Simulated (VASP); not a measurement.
Data:

```yaml
crystal:
  lattice:
    - [0.00000, 3.21082, 3.21082]
    - [3.21082, 0.00000, 3.21082]
    - [3.21082, 3.21082, 0.00000]
  atoms:
    - { symbol: Ba, position: [0.00000, 0.00000, 0.00000] }
    - { symbol: S, position: [0.50000, 0.50000, 0.50000] }
```

All values below come from optB88-vdW, VASP's PBE PAW potentials (set 64) (plane waves; VASP). Settings: 520 eV cut-off, Gaussian smearing of 0.050 eV, potentials Ba_sv S.

Unless said otherwise, spin-orbit coupling is left out, though it shifts the bands of the heavy elements here.

Estimate the band gap (along the path) with the smallest direct gap where there is one.

band gap (along the path): 2.12 eV
smallest direct gap (along the path): 2.26 eV

Only differences to runs with the same potentials and settings are physical.

The compound is BaS in the rock salt structure. It was relaxed first.
